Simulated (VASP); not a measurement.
Calculation: AM05 GGA, VASP's PBE PAW potentials (set 64) (plane waves; VASP 6.6.1).

The input files of a VASP run:

KPOINTS:
```
k-points along high-symmetry lines
15
Line-mode
Reciprocal
  0.000000   0.000000   0.000000 ! GAMMA
  0.500000   0.000000   0.500000 ! X

  0.500000   0.000000   0.500000 ! X
  0.625000   0.250000   0.625000 ! U

  0.375000   0.375000   0.750000 ! K
  0.000000   0.000000   0.000000 ! GAMMA

  0.000000   0.000000   0.000000 ! GAMMA
  0.500000   0.500000   0.500000 ! L

  0.500000   0.500000   0.500000 ! L
  0.500000   0.250000   0.750000 ! W

  0.500000   0.250000   0.750000 ! W
  0.500000   0.000000   0.500000 ! X
```

### INCAR
```
SYSTEM = Rh
PREC = Accurate
ENCUT = 520
EDIFF = 1E-7
NELM = 100
ALGO = Normal
LREAL = .FALSE.
LASPH = .TRUE.
ISMEAR = 0
SIGMA = 0.05
GGA = AM
LMAXMIX = 4
LWAVE = .FALSE.
LCHARG = .FALSE.
LORBIT = 11
ICHARG = 11
```

POSCAR:
```
Rh
1
    0.0000000000     1.8857668941     1.8857668941
    1.8857668941     0.0000000000     1.8857668941
    1.8857668941     1.8857668941     0.0000000000
Rh
1
Direct
  0.0000000000   0.0000000000   0.0000000000
```

POTCAR, in this order: Rh_pv (PBE.64 set). Program: vasp_std. Read from the step before: CHGCAR.

The resulting files:

### OSZICAR
```
       N       E                     dE             d eps       ncg     rms          rms(c)
DAV:   1     0.115749095284E+03    0.11575E+03   -0.94902E+03  1983   0.147E+03
DAV:   2    -0.650911019617E+01   -0.12226E+03   -0.11682E+03  2034   0.388E+02
DAV:   3    -0.791579530729E+01   -0.14067E+01   -0.13875E+01  2274   0.474E+01
DAV:   4    -0.792428042540E+01   -0.84851E-02   -0.84825E-02  2266   0.373E+00
DAV:   5    -0.792442454206E+01   -0.14412E-03   -0.14411E-03  2284   0.417E-01
DAV:   6    -0.792442803077E+01   -0.34887E-05   -0.34884E-05  2422   0.577E-02
DAV:   7    -0.792442811740E+01   -0.86629E-07   -0.87700E-07  2051   0.738E-03
   1 F= -.79244281E+01 E0= -.79226024E+01  d E =-.365134E-02
```

OUTCAR:
```
 val. band max:       12.5923152913   @ k =   0.5000   0.3571   0.6429

 cond. band min:      12.5968011465   @ k =   0.3929   0.0000   0.3929



 k-point     1 :       0.0000    0.0000    0.0000
  band No.  band energies     occupation
      1     -34.1508      2.00000
      2     -34.1508      2.00000
      3     -34.1508      2.00000
      4       3.9628      2.00000
      5       8.9912      2.00000
      6       8.9912      2.00000
      7       8.9912      2.00000
      8      11.1894      2.00000
      9      11.1894      2.00000
     10      28.0849      0.00000
     11      32.5656      0.00000

 k-point     2 :       0.0357    0.0000    0.0357
  band No.  band energies     occupation
      1     -34.1610      2.00000
      2     -34.1545      2.00000
      3     -34.1545      2.00000
      4       4.0337      2.00000
      5       8.9423      2.00000
      6       9.0277      2.00000
      7       9.0277      2.00000
      8      11.1373      2.00000
      9      11.2074      2.00000
     10      28.1921      0.00000
     11      32.5645      0.00000

 k-point     3 :       0.0714    0.0000    0.0714
  band No.  band energies     occupation
      1     -34.1909      2.00000
      2     -34.1655      2.00000
      3     -34.1655      2.00000
      4       4.2429      2.00000
      5       8.8009      2.00000
      6       9.1368      2.00000
      7       9.1368      2.00000
      8      10.9871      2.00000
      9      11.2606      2.00000
     10      28.5068      0.00000
     11      32.5611      0.00000

 k-point     4 :       0.1071    0.0000    0.1071
  band No.  band energies     occupation
      1     -34.2388      2.00000
      2     -34.1832      2.00000
      3     -34.1832      2.00000
      4       4.5790      2.00000
      5       8.5805      2.00000
      6       9.3171      2.00000
      7       9.3171      2.00000
      8      10.7581      2.00000
      9      11.3472      2.00000
     10      29.0086      0.00000
...
```

The density is held fixed in this step, so its total energy and stress have no physical meaning.

The compound is Rh in the fcc structure. It was relaxed first.
